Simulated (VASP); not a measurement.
Output of a VASP run:

File OSZICAR:
```
...
RMM:   5    -0.280403573107E+03    0.60848E-06   -0.58419E-05   602   0.149E-02
   8 F= -.28040357E+03 E0= -.28038069E+03  d E =-.578543E-01  mag=     1.0000
       N       E                     dE             d eps       ncg     rms          rms(c)
DAV:   1    -0.280409632813E+03   -0.60591E-02   -0.35324E-01   674   0.107E+00    0.369E-01
RMM:   2    -0.280411716530E+03   -0.20837E-02   -0.25908E-02   655   0.345E-01    0.100E-01
RMM:   3    -0.280412095475E+03   -0.37895E-03   -0.45467E-03   673   0.149E-01    0.762E-02
RMM:   4    -0.280412114200E+03   -0.18726E-04   -0.71984E-04   694   0.626E-02    0.636E-02
RMM:   5    -0.280412089352E+03    0.24848E-04   -0.27859E-04   659   0.326E-02    0.179E-02
RMM:   6    -0.280412095584E+03   -0.62325E-05   -0.63278E-05   614   0.167E-02
   9 F= -.28041210E+03 E0= -.28038904E+03  d E =-.852248E-02  mag=     1.0000
       N       E                     dE             d eps       ncg     rms          rms(c)
DAV:   1    -0.280412205415E+03   -0.11606E-03   -0.14001E-02   760   0.215E-01    0.760E-02
RMM:   2    -0.280412296508E+03   -0.91093E-04   -0.11272E-03   654   0.711E-02    0.221E-02
RMM:   3    -0.280412316076E+03   -0.19568E-04   -0.20957E-04   678   0.314E-02    0.181E-02
RMM:   4    -0.280412316759E+03   -0.68343E-06   -0.29039E-05   429   0.131E-02
  10 F= -.28041232E+03 E0= -.28038925E+03  d E =-.874365E-02  mag=     1.0000
       N       E                     dE             d eps       ncg     rms          rms(c)
DAV:   1    -0.280413602143E+03   -0.12861E-02   -0.54534E-02   664   0.431E-01    0.147E-01
RMM:   2    -0.280413896446E+03   -0.29430E-03   -0.37255E-03   655   0.133E-01    0.435E-02
RMM:   3    -0.280413957333E+03   -0.60887E-04   -0.71355E-04   683   0.586E-02    0.338E-02
RMM:   4    -0.280413958861E+03   -0.15281E-05   -0.99243E-05   657   0.240E-02
  11 F= -.28041396E+03 E0= -.28039073E+03  d E =-.164210E-02  mag=     1.0000
       N       E                     dE             d eps       ncg     rms          rms(c)
DAV:   1    -0.280414095355E+03   -0.13802E-03   -0.65190E-03   744   0.149E-01    0.539E-02
RMM:   2    -0.280414127454E+03   -0.32099E-04   -0.43077E-04   655   0.456E-02    0.191E-02
RMM:   3    -0.280414135893E+03   -0.84384E-05   -0.95108E-05   655   0.207E-02    0.149E-02
RMM:   4    -0.280414136373E+03   -0.48061E-06   -0.12357E-05   395   0.840E-03
  12 F= -.28041414E+03 E0= -.28039086E+03  d E =-.181961E-02  mag=     1.0000
       N       E                     dE             d eps       ncg     rms          rms(c)
DAV:   1    -0.280414141814E+03   -0.59216E-05   -0.88031E-04   736   0.546E-02    0.201E-02
RMM:   2    -0.280414145901E+03   -0.40868E-05   -0.57589E-05   598   0.166E-02    0.753E-03
RMM:   3    -0.280414146880E+03   -0.97878E-06   -0.11666E-05   357   0.748E-03    0.537E-03
RMM:   4    -0.280414147021E+03   -0.14077E-06   -0.20388E-06   337   0.316E-03
  13 F= -.28041415E+03 E0= -.28039085E+03  d E =-.183026E-02  mag=     1.0000
       N       E                     dE             d eps       ncg     rms          rms(c)
DAV:   1    -0.280414799093E+03   -0.65221E-03   -0.30738E-02   652   0.325E-01    0.973E-02
RMM:   2    -0.280414936793E+03   -0.13770E-03   -0.17449E-03   654   0.927E-02    0.285E-02
RMM:   3    -0.280414970044E+03   -0.33251E-04   -0.36241E-04   693   0.415E-02    0.253E-02
RMM:   4    -0.280414969877E+03    0.16709E-06   -0.45024E-05   517   0.165E-02
  14 F= -.28041497E+03 E0= -.28039156E+03  d E =-.822857E-03  mag=     1.0000
```

### OUTCAR
```
------------------------ aborting loop because EDIFF is reached ----------------------------------------
  FORCE on cell =-STRESS in cart. coord.  units (eV):
  Direction    XX          YY          ZZ          XY          YZ          ZX
  --------------------------------------------------------------------------------------
  Total       24.3809336     24.3865562     24.3554422      0.0302810     -0.0701269     -0.0685280
  in kB       28.8176344     28.8242801     28.7875043      0.0357914     -0.0828882     -0.0809983
  external PRESSURE =      28.8098063 kB  Pullay stress =       0.0000000 kB
  volume of cell :     1355.51
      direct lattice vectors                 reciprocal lattice vectors
    11.067109208  0.000000000  0.000000000     0.090357832  0.000000000  0.000000000
     0.000000000 11.067109208  0.000000000     0.000000000  0.090357832  0.000000000
     0.000000000  0.000000000 11.067109208     0.000000000  0.000000000  0.090357832
  FREE ENERGIE OF THE ION-ELECTRON SYSTEM (eV)
  ---------------------------------------------------
  free  energy   TOTEN  =      -280.4149698773 eV

  energy  without entropy=     -280.3681561610  energy(sigma->0) =     -280.39156302

 total charge

# of ion       s       p       d       tot
------------------------------------------
    1        1.057   1.232   0.158   2.446
    2        1.057   1.232   0.158   2.447
    3        1.058   1.232   0.158   2.448
    4        1.064   1.229   0.158   2.450
    5        1.063   1.236   0.159   2.458
    6        1.063   1.238   0.160   2.461
    7        1.064   1.231   0.158   2.453
    8        1.063   1.236   0.159   2.457
    9        1.046   1.203   0.172   2.422
   10        1.063   1.236   0.159   2.458
   11        1.063   1.237   0.160   2.459
   12        1.063   1.236   0.159   2.458
   13        1.063   1.231   0.158   2.452
   14        1.057   1.233   0.158   2.448
   15        1.057   1.233   0.158   2.449
   16        1.063   1.236   0.159   2.458
   17        1.047   1.203   0.172   2.422
   18        1.063   1.235   0.159   2.458
   19        1.057   1.232   0.158   2.447
   20        1.046   1.202   0.172   2.420
   21        1.046   1.205   0.173   2.424
   22        1.057   1.233   0.158   2.449
   23        1.057   1.231   0.158   2.447
   24        1.063   1.235   0.159   2.458
   25        1.058   1.233   0.158   2.448
   26        1.057   1.232   0.158   2.447
   27        1.063   1.236   0.159   2.459
   28        1.063   1.236   0.159   2.458
   29        1.057   1.232   0.158   2.447
   30        1.062   1.234   0.159   2.456
   31        1.057   1.233   0.158   2.448
   32        1.064   1.231   0.158   2.453
   33        1.023   1.514   0.000   2.537
   34        1.020   1.527   0.000   2.547
   35        1.021   1.527   0.000   2.547
   36        1.024   1.521   0.000   2.545
   37        1.024   1.526   0.000   2.550
   38        1.024   1.521   0.000   2.545
   39        1.019   1.526   0.000   2.545
   40        1.023   1.526   0.000   2.549
   41        1.023   1.526   0.000   2.549
   42        1.021   1.527   0.000   2.548
   43        1.024   1.521   0.000   2.545
   44        1.021   1.527   0.000   2.548
   45        1.019   1.525   0.000   2.544
   46        1.023   1.514   0.000   2.537
   47        1.020   1.527   0.000   2.547
   48        1.024   1.526   0.000   2.550
...
```
(Selected blocks of OUTCAR.)

File POSCAR:
```
Ga32HP32
1
   11.0671092084     0.0000000000     0.0000000000
    0.0000000000    11.0671092084     0.0000000000
   -0.0000000000    -0.0000000000    11.0671092084
Ga P H
32 32 1
Direct
  0.5000000000   0.0000000000   0.0000000000
  0.7500000000   0.2500000000   0.0000000000
  0.7500000000   0.0000000000   0.2500000000
  0.0000000000   0.0000000000   0.0000000000
  0.2500000000   0.2500000000   0.0000000000
  0.5000000000   0.5000000000   0.0000000000
  0.7500000000   0.7500000000   0.0000000000
  0.2500000000   0.0000000000   0.2500000000
  0.5018570000   0.2545110000   0.2512540000
  0.7500000000   0.5000000000   0.2500000000
  0.5000000000   0.0000000000   0.5000000000
  0.7500000000   0.2500000000   0.5000000000
  0.7500000000   0.0000000000   0.7500000000
  0.0000000000   0.5000000000   0.0000000000
  0.2500000000   0.7500000000   0.0000000000
  0.0000000000   0.2500000000   0.2500000000
  0.2496280000   0.5004010000   0.2507020000
  0.5000000000   0.7500000000   0.2500000000
  0.0000000000   0.0000000000   0.5000000000
  0.2456200000   0.2464350000   0.4976640000
  0.4980810000   0.5003660000   0.4964600000
  0.7500000000   0.7500000000   0.5000000000
  0.2500000000   0.0000000000   0.7500000000
  0.5000000000   0.2500000000   0.7500000000
  0.7500000000   0.5000000000   0.7500000000
  0.0000000000   0.7500000000   0.2500000000
  0.0000000000   0.5000000000   0.5000000000
  0.2500000000   0.7500000000   0.5000000000
  0.0000000000   0.2500000000   0.7500000000
  0.2500000000   0.5000000000   0.7500000000
  0.5000000000   0.7500000000   0.7500000000
  0.0000000000   0.7500000000   0.7500000000
  0.6250000000   0.1250000000   0.1250000000
  0.8750000000   0.3750000000   0.1250000000
  0.8750000000   0.1250000000   0.3750000000
  0.1250000000   0.1250000000   0.1250000000
  0.3775060000   0.3754480000   0.1218650000
  0.6250000000   0.6250000000   0.1250000000
  0.8750000000   0.8750000000   0.1250000000
  0.3781230000   0.1259680000   0.3745900000
  0.6205810000   0.3716930000   0.3763330000
  0.8750000000   0.6250000000   0.3750000000
  0.6250000000   0.1250000000   0.6250000000
  0.8750000000   0.3750000000   0.6250000000
  0.8750000000   0.1250000000   0.8750000000
  0.1250000000   0.6250000000   0.1250000000
  0.3750000000   0.8750000000   0.1250000000
  0.1256170000   0.3750980000   0.3750620000
  0.3707370000   0.6222330000   0.3728250000
  0.6250000000   0.8750000000   0.3750000000
  0.1250000000   0.1250000000   0.6250000000
  0.3782530000   0.3705100000   0.6215560000
  0.6250000000   0.6250000000   0.6250000000
  0.8750000000   0.8750000000   0.6250000000
  0.3750000000   0.1250000000   0.8750000000
  0.6250000000   0.3750000000   0.8750000000
  0.8750000000   0.6250000000   0.8750000000
  0.1250000000   0.8750000000   0.3750000000
  0.1250000000   0.6250000000   0.6250000000
  0.3750000000   0.8750000000   0.6250000000
  0.1250000000   0.3750000000   0.8750000000
  0.3750000000   0.6250000000   0.8750000000
  0.6250000000   0.8750000000   0.8750000000
  0.1250000000   0.8750000000   0.8750000000
  0.3730020000   0.3733460000   0.3774440000
```

Question: Write an INCAR and KPOINTS that could have produced this output.

Answer: This is not unique; one that fits is the input of the run itself, PBE GGA, plane waves, VASP's PBE PAW potentials (set 64).

KPOINTS:
```
Automatic mesh
0
Gamma
1 1 1
0 0 0
```

**INCAR**
```
! general
SYSTEM   =  Ga32HP32
PREC     =  Normal
ENCUT    =  400   ! plane-wave cut-off (eV)
LREAL    =  Auto   ! projection in real space or not
LASPH    =  .TRUE.
ISYM     =  0
NELECT   =  259.0

! electronic loop
EDIFF    =  1E-5
NELM     =  100   ! most electronic steps
NELMIN   =  4
ALGO     =  Fast
LMAXMIX  =  4   ! l cut-off of mixed one-centre charges

! smearing
ISMEAR   =  0
SIGMA    =  0.05

! functional
GGA      =  PE   ! PBE

! spin
ISPIN    =  2   ! spin-polarised
MAGMOM   =  65*0.0154
NUPDOWN  =  1

! ions
IBRION   =  2   ! conjugate gradients
NSW      =  60   ! most ionic steps
ISIF     =  2   ! forces and stress, cell fixed
EDIFFG   =  -0.03   ! ionic stop

! output
LWAVE    =  .FALSE.
LCHARG   =  .FALSE.
LORBIT   =  10
```

POTCAR, in this order: Ga P H (PBE.64 set). Program: vasp_gam.

The cell is charged, with a uniform compensating background. The supercell is sampled at Γ alone, which is coarse: total energies, pressure and levels can be off, energies of defects by several tenths of an eV.

The cell is a supercell with a defect, built from GaP (zinc blende): H_i, charge -2.
